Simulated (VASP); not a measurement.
Consider the following.

```xyz
2
Lattice="2.9400 0.0000 0.0000 0.0000 2.9400 0.0000 0.0000 0.0000 2.9400" Properties=species:S:1:pos:R:3 pbc="T T T"
Gd     0.0000     0.0000     0.0000
N      1.4700     1.4700     1.4700
```

Level of theory: PBE GGA, VASP's PBE PAW potentials (set 64) (plane waves; VASP). Settings: 500 eV cut-off, 8×8×8 Γ-centred mesh, Gaussian smearing of 0.050 eV, potentials Gd_3 N.

The 4f electrons are frozen in the core of the lanthanide potential, so 4f levels, which can set the real gap, and their magnetism are missing.

Estimate the energy per atom (σ→0), pressure, band gap (on the k-mesh) with the smallest direct gap where there is one.

```
Item                                                        Result
------------------------  ----------------------------------------
band gap (on the k-mesh)  none (metal, semimetal or under 0.01 eV)
energy per atom (σ→0)                               -7148 meV/atom
pressure                                                 16.32 GPa
```

The absolute energy has meaning only against runs of the same code, potentials and settings.

The structure was generated: GdN was put into the CsCl type (Pm-3m), which need not be its known phase. The cell was not relaxed at this level. The run is one of a series of settings (ENCUT = 500 against the base run), some of them coarse on purpose.
